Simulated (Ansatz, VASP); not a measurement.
# Li2Si4O9 in two plane-wave programs

One calculation is typed for both programs; each brings its own data sets. How far apart do they land? Of the first pair: The structure shown is frame 67 of Ansatz's trajectory.

Method: plane waves, with VASP 6.6.1 beside it; single point at PBE, in Ansatz 0.2.0.

## Step 1: Starting point

The cell holds 75 atoms: 20 Si, 10 Li and 45 O. Cell: a = 9.974 Å, b = 9.974 Å, c = 9.974 Å, α = 90.0°, β = 90.0°, γ = 90.0°. As first built, before any earlier steps moved the atoms (in the runner's words): 75 atoms (20 Si, 10 Li, 45 O) placed at random at 2.26 g/cm^3, melted at 4000 K for 10 ps at fixed volume with the Morse and Coulomb pair potential with partial charges (Pedone, Malavasi, Menziani, Cormack and Segre, J. Phys. Chem. B 110, 11780 (2006)). Snapshot at the end of a hold of 10 ps at 1800 K and fixed volume.

## Step 2: Ansatz: dynamics, PBE

Ansatz runs on its default PAW (the set named soft_2) files.

One frame of this run of dynamics is then solved in both programs, so the motion causes no difference.

input.yaml

```yaml
crystal:
  lattice:
    - [9.9741, 0.0, 0.0]
    - [0.0, 9.9741, 0.0]
    - [0.0, 0.0, 9.9741]
  atoms:
    - { symbol: Si, position: [0.21608, 0.44659, 0.52536] }
    - { symbol: Si, position: [0.20437, 0.34253, 0.97421] }
    - { symbol: Si, position: [0.72968, 0.59302, 0.14623] }
    - { symbol: Si, position: [0.90966, 0.05244, 0.9657] }
    - { symbol: Si, position: [0.17635, 0.07561, 0.83142] }
    - { symbol: Si, position: [0.93181, 0.82351, 0.16948] }
    - { symbol: Si, position: [0.63645, 0.95798, 0.88182] }
    - { symbol: Si, position: [0.35394, 0.88839, 0.9991] }
    - { symbol: Si, position: [0.30246, 0.99268, 0.26999] }
    - { symbol: Si, position: [0.83265, 0.2726, 0.18852] }
    - { symbol: Si, position: [0.03099, 0.66729, 0.40123] }
    - { symbol: Si, position: [0.05024, 0.56299, 0.7786] }
    - { symbol: Si, position: [0.62551, 0.65106, 0.43614] }
    - { symbol: Si, position: [0.53309, 0.23976, 0.19504] }
    - { symbol: Si, position: [0.61966, 0.0886, 0.59901] }
    - { symbol: Si, position: [0.33402, 0.69032, 0.78378] }
    - { symbol: Si, position: [0.51215, 0.44892, 0.95749] }
    - { symbol: Si, position: [0.51096, 0.37556, 0.47874] }
    - { symbol: Si, position: [0.42523, 0.86958, 0.52577] }
    - { symbol: Si, position: [0.11903, 0.28227, 0.28076] }
    - { symbol: Li, position: [0.83463, 0.53486, 0.54234] }
    - { symbol: Li, position: [0.84896, 0.75138, 0.66512] }
    - { symbol: Li, position: [0.13794, 0.9227, 0.58022] }
    - { symbol: Li, position: [0.88203, 0.08758, 0.38723] }
    - { symbol: Li, position: [0.65849, 0.58886, 0.76491] }
    - { symbol: Li, position: [0.80079, 0.19637, 0.77613] }
    - { symbol: Li, position: [0.72389, 0.64517, 0.89947] }
    - { symbol: Li, position: [0.5181, 0.25494, 0.83952] }
    - { symbol: Li, position: [0.89273, 0.8993, 0.50086] }
    - { symbol: Li, position: [0.14545, 0.61712, 0.11803] }
    - { symbol: O, position: [0.91558, 0.18075, 0.06313] }
    - { symbol: O, position: [0.1798, 0.32239, 0.13316] }
    - { symbol: O, position: [0.90533, 0.56557, 0.75524] }
    - { symbol: O, position: [0.59145, 0.57472, 0.02817] }
    - { symbol: O, position: [0.21351, 0.57857, 0.4398] }
    - { symbol: O, position: [0.97734, 0.91294, 0.04156] }
    - { symbol: O, position: [0.50167, 0.9531, 0.97945] }
    - { symbol: O, position: [0.87174, 0.90985, 0.29897] }
    - { symbol: O, position: [0.23782, 0.08752, 0.69331] }
    - { symbol: O, position: [0.51528, 0.75632, 0.45807] }
    - { symbol: O, position: [0.19353, 0.10994, 0.27552] }
    - { symbol: O, position: [0.60057, 0.49993, 0.49291] }
    - { symbol: O, position: [0.37197, 0.81172, 0.66393] }
    - { symbol: O, position: [0.61905, 0.06719, 0.76412] }
    - { symbol: O, position: [0.95873, 0.25351, 0.28737] }
    - { symbol: O, position: [0.50026, 0.00181, 0.54439] }
    - { symbol: O, position: [0.96394, 0.53899, 0.4155] }
    - { symbol: O, position: [0.02951, 0.76827, 0.5332] }
    - { symbol: O, position: [0.16238, 0.33815, 0.41638] }
    - { symbol: O, position: [0.44005, 0.11321, 0.22846] }
    - { symbol: O, position: [0.31194, 0.8985, 0.1475] }
    - { symbol: O, position: [0.65049, 0.40368, 0.86495] }
    - { symbol: O, position: [0.77678, 0.05704, 0.58255] }
    - { symbol: O, position: [0.70645, 0.2078, 0.22748] }
    - { symbol: O, position: [0.04378, 0.72798, 0.24019] }
    - { symbol: O, position: [0.49692, 0.33374, 0.32581] }
    - { symbol: O, position: [0.6777, 0.62957, 0.2947] }
    - { symbol: O, position: [0.44556, 0.59597, 0.79685] }
    - { symbol: O, position: [0.20436, 0.20848, 0.91173] }
    - { symbol: O, position: [0.09048, 0.47005, 0.92478] }
    - { symbol: O, position: [0.35274, 0.76694, 0.92946] }
    - { symbol: O, position: [0.7867, 0.43294, 0.16637] }
    - { symbol: O, position: [0.23199, 0.97419, 0.9131] }
    - { symbol: O, position: [0.77043, 0.01214, 0.94619] }
    - { symbol: O, position: [0.74133, 0.71033, 0.53295] }
    - { symbol: O, position: [0.5235, 0.31147, 0.06456] }
    - { symbol: O, position: [0.36526, 0.39694, 0.56597] }
    - { symbol: O, position: [0.35145, 0.41815, 0.94958] }
    - { symbol: O, position: [0.81984, 0.71608, 0.09998] }
    - { symbol: O, position: [0.58569, 0.24982, 0.52933] }
    - { symbol: O, position: [0.97672, 0.08679, 0.81679] }
    - { symbol: O, position: [0.31343, 0.91804, 0.41688] }
    - { symbol: O, position: [0.13719, 0.47972, 0.66006] }
    - { symbol: O, position: [0.67684, 0.81733, 0.81835] }
    - { symbol: O, position: [0.16528, 0.68551, 0.79552] }
kpoints:
  mp_grid: { grid: [1, 1, 1] }
hamiltonian:
  xc: pbe
scf:
  occupations: { method: gaussian, width: 0.025 }
output:
  forces: true
md:
  timestep: 1.0
  n_steps: 200
  ensemble: nve
  temperature: 900
  initial_velocities: maxwell_boltzmann
  seed: 4646
```

On the command line:

```console
> ansatz run input.yaml --threads 4 --pin off --max-ram 8192MiB --backend cpu --events-out ev --progress --plain --runs-dir out
```

Numbers of over 12 decimals in the logs are rounded to 6 here.

Output:

```text
Warning: md: disabling space-group detection — thermal motion breaks the input geometry's symmetry, so no spatial operation reduces the k-mesh or symmetrises the density; time reversal is kept, so that k and −k are solved as one point where they differ and the mesh holds both, and exact exchange and, on two spinor components, a DFT+U term hold to it where the run has them: on two components no moment then forms, and  [...]
Engine: ansatz 0.2.0, aarch64-unknown-linux-gnu
Pseudopotentials: kind: paw
Pseudopotential: Si, paw, valence charge 4, recommended cutoff 420 eV (normal), Si.paw.azcp
Pseudopotential: Li, paw, valence charge 3, recommended cutoff 420 eV (normal), Li.paw.azcp
Pseudopotential: O, paw, valence charge 6, recommended cutoff 420 eV (normal), O.paw.azcp
Functional definition: PBE
  parameter kappa = 0.804
  parameter beta = 0.066725
  exchange = pbe_x(kappa = kappa, mu = beta*pi^2/3)
  correlation = pbe_c(beta = beta)
Crystal: 75 atoms, lattice volume = 992.250 Å³
Basis set: ecut = 420 eV, 19381 PW (Γ), exchange–correlation on 144×144×144 points (8 copies of the dense FFT grid, shifted against one another)
Bands: 265, of which v1, the nominal top of the filled ones, is band 190 counted from 1 (189 counted from 0)
Symmetry: 1 space group operations
k-points: 1
Non-local potential: Si, projectors of the file, l = 0: 2, l = 1: 2, l = 2: 2
Non-local potential: Li, projectors of the file, l = 0: 3, l = 1: 2, l = 2: 1
Non-local potential: O, projectors of the file, l = 0: 2, l = 1: 2, l = 2: 1
PAW form: soft (Blöchl's): semilocal exchange-correlation on the pseudo side does not see the compensation charge
PAW one-centre angular grid: Si, 110 points (default); XC on 64 Gauss nodes
PAW one-centre angular grid: Li, 110 points (default); XC on 64 Gauss nodes
PAW one-centre angular grid: O, 110 points (default); XC on 64 Gauss nodes
Initial density: superposition of atomic densities (neutral atoms: chi_scale 0, normalization atom), corrected by the library's trained network
Initial wavefunctions: pseudopotential atomic-orbital guess
Functional: x = pbe(κ = 0.804, μ = 0.219515), c = pbe(β = 0.066725)
SCF iter   1: F=—  HF=-40355.877782 eV  |F-HF|=—  |Δ(HF+E_count)|=         —  Δρ=2.67e-3  dr2=8.89e-2  ethr=1.77e-3  ⟨swp⟩=6.0  Hψ=1264  notcnv=0  defer=39
preconditioner: auto → Resta (q_TF=auto, 2.325 Å⁻¹)  ε∞=3.0  [insulator: Δε(μ)=3.086 eV  Ē_g=15.624 eV  σ=0.025 eV  W_gap=1.00  n_scr=202 (ndim 8)  ℏωp=22.4 eV  f_vac=0.168  D(μ)=0.00/eV (n_scr^D=0)  ε∞_Penn≈3.0]
SCF iter   2: F=—  HF=-40355.870775 eV  |F-HF|=—  |Δ(HF+E_count)|=   7.01e-3  Δρ=1.40e-3  dr2=2.22e-2  ethr=2.34e-5  ⟨swp⟩=2.0  Hψ=427  notcnv=0  defer=66
SCF iter   3: F=—  HF=-40355.871069 eV  |F-HF|=—  |Δ(HF+E_count)|=   2.94e-4  Δρ=6.55e-4  dr2=6.20e-3  ethr=5.83e-6  ⟨swp⟩=2.0  Hψ=348  notcnv=0  defer=66
SCF iter   4: F=—  HF=-40355.870481 eV  |F-HF|=—  |Δ(HF+E_count)|=   5.87e-4  Δρ=1.99e-4  dr2=4.57e-4  ethr=1.63e-6  ⟨swp⟩=2.0  Hψ=348  notcnv=0  defer=66
SCF iter   5: F=—  HF=-40355.870538 eV  |F-HF|=—  |Δ(HF+E_count)|=   5.69e-5  Δρ=1.33e-4  dr2=1.49e-4  ethr=1.20e-7  ⟨swp⟩=2.0  Hψ=340  notcnv=0  defer=66
SCF iter   6: F=—  HF=-40355.870532 eV  |F-HF|=—  |Δ(HF+E_count)|=   6.28e-6  Δρ=3.19e-5  dr2=9.53e-6  ethr=3.93e-8  ⟨swp⟩=2.0  Hψ=340  notcnv=0  defer=66
SCF iter   7: F=—  HF=-40355.871561 eV  |F-HF|=—  |Δ(HF+E_count)|=   1.03e-3  Δρ=1.58e-5  dr2=2.29e-6  ethr=2.51e-9  ⟨swp⟩=2.0  Hψ=455  notcnv=0  defer=66
SCF iter   8: F=—  HF=-40355.871561 eV  |F-HF|=—  |Δ(HF+E_count)|=   8.34e-7  Δρ=6.40e-6  dr2=3.89e-7  ethr=6.03e-10  ⟨swp⟩=2.0  Hψ=340  notcnv=0  defer=66
SCF iter   9: F=-40355.871562 eV  HF=-40355.871562 eV  |F-HF|=1.26e-8  |Δ(HF+E_count)|=   1.46e-7  Δρ=2.23e-6  dr2=5.02e-8  ethr=1.97e-11  ⟨swp⟩=4.0  Hψ=790  notcnv=0
SCF 1 converged in 9 iterations: F = -40355.871562 eV  dr2 = 5.02e-8
  greatest PAW one-centre occupation: 1.000 electrons in one spin orbital (limit 2), on the Li atom at site 20 (counted from 0), in its partial waves of l = 0
md step     0: t =     0.00 fs  T =   900.0 K  F+E_penalty+E_count = -40355.87156164 eV  E_kin = 8.608716 eV  conserved = -40347.26284571 eV  (9 SCF iters)
[... from here on, the SCF cycles and remarks between the steps are left out ...]
md step   194: t =   194.00 fs  T =  1670.5 K  F+E_penalty+E_count = -40363.27279157 eV  E_kin = 15.978943 eV  conserved = -40347.29384870 eV  (5 SCF iters)
md step   195: t =   195.00 fs  T =  1658.8 K  F+E_penalty+E_count = -40363.16005215 eV  E_kin = 15.866471 eV  conserved = -40347.29358105 eV  (4 SCF iters)
md step   196: t =   196.00 fs  T =  1649.0 K  F+E_penalty+E_count = -40363.06548647 eV  E_kin = 15.772809 eV  conserved = -40347.29267769 eV  (4 SCF iters)
md step   197: t =   197.00 fs  T =  1642.6 K  F+E_penalty+E_count = -40363.00375979 eV  E_kin = 15.712053 eV  conserved = -40347.29170727 eV  (4 SCF iters)
md step   198: t =   198.00 fs  T =  1641.3 K  F+E_penalty+E_count = -40362.99040988 eV  E_kin = 15.699010 eV  conserved = -40347.29139969 eV  (4 SCF iters)
md step   199: t =   199.00 fs  T =  1645.4 K  F+E_penalty+E_count = -40363.03113123 eV  E_kin = 15.738873 eV  conserved = -40347.29225799 eV  (4 SCF iters)
md step   200: t =   200.00 fs  T =  1653.9 K  F+E_penalty+E_count = -40363.11450292 eV  E_kin = 15.820264 eV  conserved = -40347.29423870 eV  (9 SCF iters)
SCF converged after 9 iterations
Free energy (F): -40363.114503 eV
Harris-Foulkes:  -40363.114503 eV  (|F-HF|=1.21e-8)
Internal energy: -40363.114503 eV  (E = F + TS)
E sigma→0 (E₀):  -40363.114503 eV
Fermi energy:    4.884865 eV
--- Per-component energies (eV) ---
  E_band       = -2537.212744
  E_kinetic    = 9110.128904
  E_local      = -26376.122875  (includes V_loc(G=0)·N_el)
  E_nonlocal   = 2305.768210
  E_hartree    = 9798.964870
  E_xc         = -4563.578874
  E_vxc        = -5353.409865  (∫ρ·V_xc dr)
  E_paw        = -17611.309646  (= ΣΔE_a)
  E_vpaw       = -1821.625579  (= ΣTr[D̂ρ^β])
  E_aug_tail   = 0.113831  (compensation charges beyond the density's cutoff)
  E_ewald      = -13027.078924
  E_smearing   = -0.000000  (= −TS)
  E_closure    = 0.000000  (closes the sum)
  Σ components = -40363.114503   (vs F -40363.114503, Δ=0.00e0)
--- Forces (eV/Å), atoms counted from 1 ---
  atom   1  Si     5.79445643     0.12864753    -3.57067547
  atom   2  Si     1.87741083    -3.67423424     1.24383108
  atom   3  Si     0.68444767     1.85488157     2.68164912
  atom   4  Si     0.47460030    -4.96409728    -2.33132793
  atom   5  Si    -3.47898333    -4.51811397    -1.66659524
  atom   6  Si    -0.31243669    -1.95042724     0.30133053
  atom   7  Si    -1.88492321    -1.60886393    -2.27622656
  atom   8  Si    -0.67050940     0.35557964     1.90402236
  atom   9  Si     3.40668220     2.40750511     0.16469421
  atom  10  Si    -0.26825537    -4.76727097     1.51973678
  atom  11  Si     2.79635568     1.19861272     0.73259502
  atom  12  Si    -4.94027473     0.73309940     0.24613503
  atom  13  Si     1.35916643     1.19207984    -0.64547271
  atom  14  Si    -1.85727402     0.63997436    -3.15765216
  atom  15  Si    -0.67661354     2.12031193     3.17308728
  atom  16  Si     3.80169377     2.08567477     2.55980896
  atom  17  Si     0.15814732    -1.98455642     0.94385786
  atom  18  Si    -2.21070407     4.59190843    -2.18448512
  atom  19  Si     0.04778071     1.02238112     2.69460776
  atom  20  Si    -0.82533591    -4.64193390    -0.69736031
  atom  21  Li    -0.91531895    -0.92009783    -0.59223786
  atom  22  Li     0.69587066     1.08886359     1.43156378
  atom  23  Li    -0.04681169     0.81729091     0.59238081
  atom  24  Li    -0.50381619    -0.59123056    -0.04810072
[...]
atom  68  O      0.23469958     0.61164080    -1.66857613
  atom  69  O      0.01384161    -2.94845412    -0.06703175
  atom  70  O      3.21621268    -5.39444718     2.19659793
  atom  71  O      1.93472699     1.42046080    -0.28842525
  atom  72  O     -0.32763745    -2.65911351    -0.23738903
  atom  73  O     -2.53206425    -1.49054310     3.77705080
  atom  74  O      1.12130072    -0.19109888     0.58239964
  atom  75  O     -4.14320829    -2.86124719    -1.75140603
  max |Σ_I F_I| component: 4.88e-5 eV/Å
--- MD trajectory: 200 steps, t = 0.0 → 200.0 fs ---
  final state: T = 1653.9 K   F+E_penalty+E_count = -40363.11450292 eV   E_kin = 15.820264 eV
  conserved energy: peak-to-peak 4.644e-2 eV (6.193e-4 eV/atom) over 200.0 fs
```

The column dr2 measures how far the density is from self-consistency, as an energy; F and HF (Harris–Foulkes) agree once it is small.

(Part 1 of 4 ends here.)

[Lines on the potential files, build, host, timing and source positions are cut from VASP's logs without a mark.]

[Logs are printed without paths, hosts, clocks, repeated set-up lines and the standing remarks that a program may print on its own settings, such as how far it seeks lower states.]

[Hosts, paths, dates, database ids (printed as entryN), source tags and the programs' standing remarks are cut or masked in the printed files.]
